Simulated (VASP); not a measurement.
# Be3Te2O (Cmc2_1) in VASP: notebook

Runs on Be3Te2O. Level: PBE. Tasks: band structure, Born charges and dielectric tensor.

Program: VASP 6.6.1. These are calculated values, not measurements. Logs are shortened: lines on timing, memory, paths and dates and some standing lists are left out, and cuts for length are marked.

### 1 Starting point

Symmetry: Cmc2_1, No. 36, orthorhombic system. The conventional cell has a = 10.770 Å, b = 6.148 Å, c = 6.775 Å, α = 90.00°, β = 90.00°, γ = 90.00°. Be (site symmetry 1) has 1 O at 1.59 Å as nearest neighbours. Around Be (site symmetry m) lie 1 O at 1.52 Å. Te (site symmetry 1) is surrounded by 4 Be at 2.41 to 2.56 Å. O (site symmetry m) is surrounded by 3 Be at 1.52 to 1.59 Å.

The cell was built by a generator and needn't be a form met in nature.

### 2 Band structure, PBE

Contents of POSCAR:

```
Be3Te2O
1.0
    5.3850100000     -3.0738400000      0.0000000000
    5.3850100000      3.0738400000      0.0000000000
    0.0000000000      0.0000000000      6.7754500000
Be Te O
6 4 2
Direct
    0.4327260000      0.8200530000      0.1162620000
    0.1799470000      0.5672740000      0.1162620000
    0.9346370000      0.0653630000      0.0457040000
    0.8200530000      0.4327260000      0.6162620000
    0.5672740000      0.1799470000      0.6162620000
    0.0653630000      0.9346370000      0.5457040000
    0.5136420000      0.1535420000      0.9889760000
    0.1535420000      0.5136420000      0.4889760000
    0.8464580000      0.4863580000      0.9889760000
    0.4863580000      0.8464580000      0.4889760000
    0.1801660000      0.8198340000      0.0734970000
    0.8198340000      0.1801660000      0.5734970000
```

Contents of INCAR.step1:

```
SYSTEM = Be3Te2O
ALGO = Fast
EDIFF = 1E-7
ENCUT = 520
GGA = PE
ISIF = 2
ISMEAR = 0
KPAR = 4
LASPH = .True.
LCHARG = .True.
LREAL = .False.
LWAVE = .False.
NBANDS = 36
NELM = 100
PREC = Accurate
SIGMA = 0.03
```

Contents of KPOINTS.step1:

```
k-points
0
Gamma
  6 6 4
  0 0 0
```

Contents of INCAR.step2:

```
SYSTEM = Be3Te2O
ALGO = Fast
EDIFF = 1E-7
ENCUT = 520
GGA = PE
ICHARG = 11
ISIF = 2
ISMEAR = 0
KPAR = 4
LASPH = .True.
LCHARG = .False.
LREAL = .False.
LWAVE = .False.
NBANDS = 36
NELM = 100
PREC = Accurate
SIGMA = 0.05
```

Contents of KPOINTS.step2:

```
path GXSRAZGYX1A1TY,ZT
15
line-mode
reciprocal
 0.0000000000  0.0000000000  0.0000000000  G
 0.3314572034 -0.3314572034  0.0000000000  X

 0.3314572034 -0.3314572034  0.0000000000  X
 0.0000000000 -0.5000000000  0.0000000000  S

 0.0000000000 -0.5000000000  0.0000000000  S
 0.0000000000 -0.5000000000 -0.5000000000  R

 0.0000000000 -0.5000000000 -0.5000000000  R
 0.3314572034 -0.3314572034 -0.5000000000  A

 0.3314572034 -0.3314572034 -0.5000000000  A
 0.0000000000  0.0000000000 -0.5000000000  Z

 0.0000000000  0.0000000000 -0.5000000000  Z
 0.0000000000  0.0000000000  0.0000000000  G

 0.0000000000  0.0000000000  0.0000000000  G
-0.5000000000 -0.5000000000  0.0000000000  Y

-0.5000000000 -0.5000000000  0.0000000000  Y
-0.3314572034 -0.6685427966  0.0000000000  X1

-0.3314572034 -0.6685427966  0.0000000000  X1
-0.3314572034 -0.6685427966 -0.5000000000  A1

-0.3314572034 -0.6685427966 -0.5000000000  A1
-0.5000000000 -0.5000000000 -0.5000000000  T

-0.5000000000 -0.5000000000 -0.5000000000  T
-0.5000000000 -0.5000000000  0.0000000000  Y

 0.0000000000  0.0000000000 -0.5000000000  Z
-0.5000000000 -0.5000000000 -0.5000000000  T
```

Potentials or basis: VASP PAW PBE potentials, release 64 (Be, Te, O).

Started as:

```console
cat potpaw_PBE.64/Be/POTCAR potpaw_PBE.64/Te/POTCAR potpaw_PBE.64/O/POTCAR > POTCAR
cp INCAR.step1 INCAR
cp KPOINTS.step1 KPOINTS
mpirun -np 4 vasp_std > vasp.out
cp INCAR.step2 INCAR
cp KPOINTS.step2 KPOINTS
mpirun -np 4 vasp_std > vasp.out
```

OUTCAR:

```text
SYSTEM = Be3Te2O
   EDIFF = 1E-7
   ENCUT = 520
   GGA = PE
   ICHARG = 11
   ISIF = 2
   ISMEAR = 0
   LASPH = .True.
   LREAL = .False.
   NELM = 100
   PREC = Accurate

 ion  position               nearest neighbor table
   1  0.433  0.820  0.116-  11 1.59   9 2.49   7 2.52  10 2.56
   2  0.180  0.567  0.116-  11 1.59   7 2.49   9 2.52   8 2.56
   3  0.935  0.065  0.046-  11 1.52   9 2.41   7 2.41
   4  0.820  0.433  0.616-  12 1.59  10 2.49   8 2.52   9 2.56
   5  0.567  0.180  0.616-  12 1.59   8 2.49  10 2.52   7 2.56
   6  0.065  0.935  0.546-  12 1.52  10 2.41   8 2.41
   7  0.514  0.154  0.989-   3 2.41   2 2.49   1 2.52   5 2.56   9 3.56   9 3.56   9 3.58
   8  0.154  0.514  0.489-   6 2.41   5 2.49   4 2.52   2 2.56  10 3.56  10 3.56  10 3.58
   9  0.846  0.486  0.989-   3 2.41   1 2.49   2 2.52   4 2.56   7 3.56   7 3.56   7 3.58
  10  0.486  0.846  0.489-   6 2.41   4 2.49   5 2.52   1 2.56   8 3.56   8 3.56   8 3.58
  11  0.180  0.820  0.073-   3 1.52   2 1.59   1 1.59
  12  0.820  0.180  0.573-   6 1.52   5 1.59   4 1.59

  LATTYP: Found a base centered orthorhombic cell.
 ALAT       =     6.1476800000
 B/A-ratio  =     1.7518836374
 C/A-ratio  =     1.1021149442

  Lattice vectors:

 A1 = (  -5.3850100000,  -3.0738400000,   0.0000000000)
 A2 = (   5.3850100000,  -3.0738400000,   0.0000000000)
 A3 = (   0.0000000000,   0.0000000000,   6.7754500000)

Analysis of symmetry for initial positions (statically):
=====================================================================
 Subroutine PRICEL returns:
 Original cell was already a primitive cell.

 Routine SETGRP: Setting up the symmetry group for a
 base centered orthorhombic supercell.

 Subroutine GETGRP returns: Found  4 space group operations
 (whereof  2 operations were pure point group operations)
 out of a pool of  8 trial point group operations.

The static configuration has the point symmetry C_1h.
 The point group associated with its full space group is C_2v.

Analysis of symmetry for dynamics (positions and initial velocities):
=====================================================================
 Subroutine PRICEL returns:
 Original cell was already a primitive cell.

 Routine SETGRP: Setting up the symmetry group for a
 base centered orthorhombic supercell.

 Subroutine GETGRP returns: Found  4 space group operations
 (whereof  2 operations were pure point group operations)
 out of a pool of  8 trial point group operations.

The dynamic configuration has the point symmetry C_1h.
 The point group associated with its full space group is C_2v.

 Subroutine INISYM returns: Found  4 space group operations
 (whereof  2 operations are pure point group operations),
 and found     1 'primitive' translations

----------------------------------------------------------------------------------------

                                     Primitive cell

  volume of cell :     224.3034

  direct lattice vectors                    reciprocal lattice vectors
     5.385010000 -3.073840000  0.000000000     0.092850338 -0.162662988  0.000000000
     5.385010000  3.073840000  0.000000000     0.092850338  0.162662988  0.000000000
     0.000000000  0.000000000  6.775450000     0.000000000  0.000000000  0.147591673

  length of vectors
     6.200550382  6.200550382  6.775450000     0.187297712  0.187297712  0.147591673

  position of ions in fractional coordinates (direct lattice)
     0.432726000  0.820053000  0.116262000
     0.179947000  0.567274000  0.116262000
     0.934637000  0.065363000  0.045704000
     0.820053000  0.432726000  0.616262000
     0.567274000  0.179947000  0.616262000
     0.065363000  0.934637000  0.545704000
     0.513642000  0.153542000  0.988976000
     0.153542000  0.513642000  0.488976000
     0.846458000  0.486358000  0.988976000
     0.486358000  0.846458000  0.488976000
     0.180166000  0.819834000  0.073497000
     0.819834000  0.180166000  0.573497000

  ion indices of the primitive-cell ions
   primitive index   ion index
                 1           1
                 2           2
                 3           3
                 4           4
                 5           5
                 6           6
                 7           7
                 8           8
                 9           9
                10          10
                11          11
                12          12

----------------------------------------------------------------------------------------

 KPOINTS: path GXSRAZGYX1A1TY,ZT

Interpolating k-points between supplied coordinates.

 Line segments in fractional coordinates (reciprocal lattice):
    0.000000  0.000000  0.000000  ...  0.331457 -0.331457  0.000000
    0.331457 -0.331457  0.000000  ...  0.000000 -0.500000  0.000000
    0.000000 -0.500000  0.000000  ...  0.000000 -0.500000 -0.500000
    0.000000 -0.500000 -0.500000  ...  0.331457 -0.331457 -0.500000
    0.331457 -0.331457 -0.500000  ...  0.000000  0.000000 -0.500000
    0.000000  0.000000 -0.500000  ...  0.000000  0.000000  0.000000
    0.000000  0.000000  0.000000  ... -0.500000 -0.500000  0.000000
   -0.500000 -0.500000  0.000000  ... -0.331457 -0.668543  0.000000
   -0.331457 -0.668543  0.000000  ... -0.331457 -0.668543 -0.500000
   -0.331457 -0.668543 -0.500000  ... -0.500000 -0.500000 -0.500000
   -0.500000 -0.500000 -0.500000  ... -0.500000 -0.500000  0.000000
    0.000000  0.000000 -0.500000  ... -0.500000 -0.500000 -0.500000

 Generated    15 points on each line segment, for a total of    180 k-points:

 Following reciprocal coordinates:
            Coordinates               Weight
  0.000000  0.000000  0.000000      0.005556
  0.023676 -0.023676  0.000000      0.005556
  0.047351 -0.047351  0.000000      0.005556
  0.071027 -0.071027  0.000000      0.005556
  0.094702 -0.094702  0.000000      0.005556
  0.118378 -0.118378  0.000000      0.005556
[... 16 lines left out ...]
  0.165729 -0.415729  0.000000      0.005556
  0.142053 -0.427767  0.000000      0.005556
 [... further k-points ...]
   k-points           NKPTS =    180   k-points in BZ     NKDIM =    180   number of bands    NBANDS=     36
   number of dos      NEDOS =    301   number of ions     NIONS =     12
   total plane-waves  NPLWV = 115200
   dimension x,y,z NGX =    48 NGY =   48 NGZ =   50
   dimension x,y,z NGXF=    96 NGYF=   96 NGZF=  100
   ions per type =               6   4   2
   NGX,Y,Z   is equivalent  to a cutoff of  12.87, 12.87, 12.27 a.u.
   NGXF,Y,Z  is equivalent  to a cutoff of  25.74, 25.74, 24.54 a.u.
 SYSTEM =  Be3Te2O
   PREC   = accura    normal or accurate (medium, high low for compatibility)
   ISTART =      0    job   : 0-new  1-cont  2-samecut
   ICHARG =     11    charge: 1-file 2-atom 10-const
   ISPIN  =      1    spin polarized calculation?
   LNONCOLLINEAR =      F non collinear calculations
   LSORBIT =      F    spin-orbit coupling
   LASPH  =      T    aspherical Exc in radial PAW
   ENCUT  =  520.0 eV  38.22 Ry    6.18 a.u.  11.53 11.53 12.60*2*pi/ulx,y,z
   NELM   =    100;   NELMIN=  2; NELMDL=  0     # of ELM steps
   EDIFF  = 0.1E-06   stopping-criterion for ELM
   LREAL  =      F    real-space projection
   EDIFFG = 0.1E-05   stopping-criterion for IOM
   NSW    =      0    number of steps for IOM
   IBRION =     -1    ionic relax: 0-MD 1-quasi-New 2-CG
   NFREE  =      0    steps in history (QN), initial steepest desc. (CG)
   ISIF   =      2    stress and relaxation
   ISYM   =      2    0-nonsym 1-usesym 2-fastsym
   POTIM  = 0.5000    time-step for ionic-motion
   TEBEG  =    0.0;   TEEND  =   0.0 temperature during run
   PSTRESS=    0.0 pullay stress
   NELECT =      48.0000    total number of electrons
   NUPDOWN=      -1.0000    fix difference up-down
   EMIN   =  10.00;   EMAX   =-10.00  energy-range for DOS
   EFERMI =   0.00;   METHOD = LEGACY
   ISMEAR =     0;   SIGMA  =   0.05  broadening in eV -4-tet -1-fermi 0-gaus
   EFERMI_NEDOS =   21; number of points for ismear=-14 and -15
   IALGO  =     68    algorithm
   IMIX   =      4    mixing-type and parameters
     AMIX     =   0.40;   BMIX     =  1.00
     AMIX_MAG =   1.60;   BMIX_MAG =  1.00
  volume/ion in A,a.u.               =      18.69       126.14
  Fermi-wavevector in a.u.,A,eV,Ry     =   0.979212  1.850442 13.046023  0.958856
  Thomas-Fermi vector in A             =   2.110047
   LORBIT       =      0    0 simple, 1 ext, 2 COOP (PROOUT), +10 PAW based schemes
   GGA     = PE    functional components
   LHFCALC =     F    Hartree Fock is set to
   AEXX    =    0.0000 exact exchange contribution
   IVDW    =     0    specifies the selected vdW correction
   LEPSILON=     F    determine dielectric tensor
   LRPA    =     F    only Hartree local field effects (RPA)
 non-spin polarized calculation
 RMM-DIIS sequential band-by-band and
 Gauss-broadening in eV      SIGMA  =   0.05
  energy-cutoff  :      520.00
  volume of cell :      224.30
 maximum number of plane-waves:      6078
 NGX is ok and might be reduce to    48

 number of electron      48.0000002 magnetization

 Free energy of the ion-electron system (eV)
  ---------------------------------------------------
  ext. energy  EPLUGINS =         0.00000000
  ---------------------------------------------------
  free energy    TOTEN  =       -55.96857054 eV

  energy without entropy =      -55.96857054  energy(sigma->0) =      -55.96857054

 E-fermi :   4.8614     XC(G=0):  -8.9935

 val. band max:        4.6396192886   @ k =  -0.3315  -0.6685   0.0000
 cond. band min:       6.5807498356   @ k =  -0.3315  -0.6685  -0.3571
 fundamental gap:      1.9411305470
 Fermi energy:         4.8614459110

 k-point     1 :       0.0000    0.0000    0.0000
  band No.  band energies     occupation
      1     -15.2302      2.00000
      2     -15.1986      2.00000
      3      -7.3574      2.00000
      4      -6.5000      2.00000
      5      -5.4031      2.00000
      6      -5.3177      2.00000
[... 28 lines left out ...]
     35      10.9488      0.00000
     36      11.1416      0.00000

 k-point     2 :       0.0237   -0.0237    0.0000
  band No.  band energies     occupation
      1     -15.2301      2.00000
      2     -15.1987      2.00000
      3      -7.3527      2.00000
      4      -6.4972      2.00000
      5      -5.4299      2.00000
      6      -5.3069      2.00000
[... 28 lines left out ...]
     35      11.1561      0.00000
     36      11.2099      0.00000
[... 817 lines left out ...]
     35       9.9256      0.00000
     36      10.2369      0.00000

 k-point    24 :       0.1421   -0.4278    0.0000
  band No.  band energies     occupation
      1     -15.2251      2.00000
      2     -15.2015      2.00000
      3      -6.7990      2.00000
      4      -6.5680      2.00000
      5      -6.0376      2.00000
      6      -5.7140      2.00000
[... 28 lines left out ...]
     35       9.9525      0.00000
     36      10.2744      0.00000

 [... further k-points ...]
[... 5 lines left out ...]
  --------------------------------------------------------------------------------------
  -------------------------------------------------------------------------------------
  Total        3.0445598     -0.0004971      0.1015588      0.0000000      0.0000000      0.0000000
  in kB       21.7469914     -0.0035506      0.7254247      0.0000000      0.0000000      0.0000000
  external PRESSURE =       7.4896219 kB  Pullay stress =       0.0000000 kB

 VOLUME and BASIS-vectors are now :
 -----------------------------------------------------------------------------
  energy-cutoff  :      520.00
  volume of cell :      224.30
      direct lattice vectors                 reciprocal lattice vectors
     5.385010000 -3.073840000  0.000000000     0.092850338 -0.162662988  0.000000000
     5.385010000  3.073840000  0.000000000     0.092850338  0.162662988  0.000000000
     0.000000000  0.000000000  6.775450000     0.000000000  0.000000000  0.147591673

 POSITION                                       TOTAL-FORCE (eV/Angst)
 -----------------------------------------------------------------------------------
      6.74623      1.19058      0.78773         0.085793     -0.008246     -0.034089
      4.02379      1.19058      0.78773        -0.085793     -0.008246     -0.034089
      5.38501     -2.67201      0.30967        -0.000000      0.072722     -0.013421
      6.74623     -1.19058      4.17545         0.085793      0.008246     -0.034089
      4.02379     -1.19058      4.17545        -0.085793      0.008246     -0.034089
      5.38501      2.67201      3.69739        -0.000000     -0.072722     -0.013421
      3.59279     -1.10689      6.70076        -0.030788      0.002275     -0.008344
      3.59279      1.10689      3.31303        -0.030788     -0.002275     -0.008344
      7.17723     -1.10689      6.70076         0.030788      0.002275     -0.008344
      7.17723      1.10689      3.31303         0.030788     -0.002275     -0.008344
      5.38501      1.96624      0.49798        -0.000000     -0.035251      0.098287
      5.38501     -1.96624      3.88570        -0.000000      0.035251      0.098287
 -----------------------------------------------------------------------------------
    total drift:                                0.000001      0.000000      0.026608

  FREE ENERGIE OF THE ION-ELECTRON SYSTEM (eV)
  ---------------------------------------------------
  free  energy   TOTEN  =       -55.9685705427 eV

  energy  without entropy=      -55.9685705427  energy(sigma->0) =      -55.96857054
```

Wall time 4.3 min (4 MPI ranks of Intel Xeon Platinum 8488C (Sapphire Rapids), shared host); peak memory 1.1 GiB.

Results:

* Band gap on the k mesh: 2.01 eV, indirect (least direct gap 2.17 eV)
* Band gap along the path: 1.94 eV, indirect (least direct gap 2.17 eV)

Levels at the corners of the path, in eV from the valence-band top:
| point | band 20 | band 21 | band 22 | band 23 | band 24 | band 25 | band 26 | band 27 | band 28 | band 29 |
| --- | --- | --- | --- | --- | --- | --- | --- | --- | --- | --- |
| Γ | -1.97 | -1.53 | -1.35 | -1.00 | -0.89 | 2.56 | 2.61 | 3.02 | 3.36 | 3.63 |
| X | -2.11 | -1.38 | -0.77 | -0.64 | 0.00 | 2.40 | 2.71 | 3.04 | 3.63 | 3.70 |
| X | -2.11 | -1.38 | -0.77 | -0.64 | 0.00 | 2.40 | 2.71 | 3.04 | 3.63 | 3.70 |
| S | -1.34 | -1.21 | -1.16 | -0.94 | -0.63 | 2.79 | 3.27 | 3.30 | 3.62 | 3.97 |
| S | -1.34 | -1.21 | -1.16 | -0.94 | -0.63 | 2.79 | 3.27 | 3.30 | 3.62 | 3.97 |
| R | -1.77 | -1.52 | -1.52 | -1.06 | -1.06 | 2.27 | 2.27 | 3.25 | 3.25 | 3.93 |
| R | -1.77 | -1.52 | -1.52 | -1.06 | -1.06 | 2.27 | 2.27 | 3.25 | 3.25 | 3.93 |
| A | -1.81 | -1.78 | -1.78 | -0.48 | -0.48 | 2.07 | 2.07 | 3.39 | 3.39 | 3.94 |
| A | -1.81 | -1.78 | -1.78 | -0.48 | -0.48 | 2.07 | 2.07 | 3.39 | 3.39 | 3.94 |
| Z | -2.04 | -1.57 | -1.57 | -0.78 | -0.78 | 2.32 | 2.32 | 3.89 | 3.89 | 4.36 |
| Z | -2.04 | -1.57 | -1.57 | -0.78 | -0.78 | 2.32 | 2.32 | 3.89 | 3.89 | 4.36 |
| Γ | -1.97 | -1.53 | -1.35 | -1.00 | -0.89 | 2.56 | 2.61 | 3.02 | 3.36 | 3.63 |
| Γ | -1.97 | -1.53 | -1.35 | -1.00 | -0.89 | 2.56 | 2.61 | 3.02 | 3.36 | 3.63 |
| Y | -1.91 | -1.72 | -1.58 | -0.40 | -0.34 | 2.07 | 2.82 | 3.36 | 3.54 | 3.93 |
| Y | -1.91 | -1.72 | -1.58 | -0.40 | -0.34 | 2.07 | 2.82 | 3.36 | 3.54 | 3.93 |
| X1 | -2.11 | -1.38 | -0.77 | -0.64 | 0.00 | 2.40 | 2.71 | 3.04 | 3.63 | 3.70 |
| X1 | -2.11 | -1.38 | -0.77 | -0.64 | 0.00 | 2.40 | 2.71 | 3.04 | 3.63 | 3.70 |
| A1 | -1.81 | -1.78 | -1.78 | -0.48 | -0.48 | 2.07 | 2.07 | 3.39 | 3.39 | 3.94 |
| A1 | -1.81 | -1.78 | -1.78 | -0.48 | -0.48 | 2.07 | 2.07 | 3.39 | 3.39 | 3.94 |
| T | -1.52 | -1.43 | -1.43 | -1.10 | -1.10 | 2.60 | 2.60 | 2.90 | 2.90 | 3.93 |
| T | -1.52 | -1.43 | -1.43 | -1.10 | -1.10 | 2.60 | 2.60 | 2.90 | 2.90 | 3.93 |
| Y | -1.91 | -1.72 | -1.58 | -0.40 | -0.34 | 2.07 | 2.82 | 3.36 | 3.54 | 3.93 |
| Z | -2.04 | -1.57 | -1.57 | -0.78 | -0.78 | 2.32 | 2.32 | 3.89 | 3.89 | 4.36 |
| T | -1.52 | -1.43 | -1.43 | -1.10 | -1.10 | 2.60 | 2.60 | 2.90 | 2.90 | 3.93 |

Caveat: the log is that of the step along the path at fixed density, whose energy, stress, charges and moments have no meaning; spin-orbit coupling is left out, which moves the levels of the heavy elements.

[end of part 1 of 2]
